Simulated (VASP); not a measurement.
An input for Quantum ESPRESSO's pw.x (written as the equivalent of a VASP run, and not itself run):

```
&CONTROL
  calculation = 'vc-relax'
  pseudo_dir = './pseudo'
  outdir = './out'
  tprnfor = .true.
  tstress = .true.
  nstep = 40
  forc_conv_thr = 0.00078
/
&SYSTEM
  ibrav = 0
  nat = 2
  ntyp = 1
  ecutwfc = 80
  occupations = 'smearing'
  smearing = 'methfessel-paxton'
  degauss = 0.00735
  input_dft = 'pz'
/
&ELECTRONS
  conv_thr = 7.3e-08
  electron_maxstep = 100
/
&IONS
/
&CELL
  press = 200
/
ATOMIC_SPECIES
  As 74.922 As.upf
CELL_PARAMETERS angstrom
     3.2639534   -1.8363116   -0.1021275
     3.2639534    1.8363116   -0.1021275
     2.3259302    0.0000000    2.9369896
ATOMIC_POSITIONS crystal
  As   0.2366009  0.2366009  0.2366009
  As   0.7633991  0.7633991  0.7633991
K_POINTS automatic
  12 12 12 0 0 0
```

Q: Write the VASP files for the same calculation (LDA).

A: Several could match; the one computed here: 
**INCAR**
```
! general
SYSTEM =As
PREC   =Accurate
ENCUT  =500
LREAL  =.FALSE.
LASPH  =.TRUE.

! electronic loop
EDIFF  =1E-6
NELM   =100
ALGO   =Normal
LMAXMIX=4

! smearing
ISMEAR =1
SIGMA  =0.1

! ions
IBRION =2
NSW    =40
ISIF   =3
EDIFFG =-0.02
PSTRESS=200

! output
LWAVE  =.FALSE.
LCHARG =.FALSE.
```

### KPOINTS
```
Automatic mesh
0
Gamma
12 12 12
0 0 0
```

POSCAR:
```
As
1.0
  3.2639533746  -1.8363116044  -0.1021275160
  3.2639533746   1.8363116044  -0.1021275160
  2.3259301764   0.0000000000   2.9369896228
As
2
Cart
  2.0948259331   0.0000000000   0.6465675096
  6.7590109925   0.0000000000   2.0861670812
```

POTCAR, in this order: As (LDA.64 set). Program: vasp_std.

Limits of the translation: the potentials are each code's own (VASP's PAW set, PseudoDojo norm-conserving files in pw.x), so ENCUT and ecutwfc are chosen apart and not converted; conv_thr bounds pw.x's estimated SCF error, while EDIFF bounds the energy change between steps; forc_conv_thr acts on force components and is met together with etot_conv_thr.

The compound is As in the a7 structure. This run relaxes it under an external pressure of 20 GPa. Symmetry was kept, so distortions that lower it aren't found.
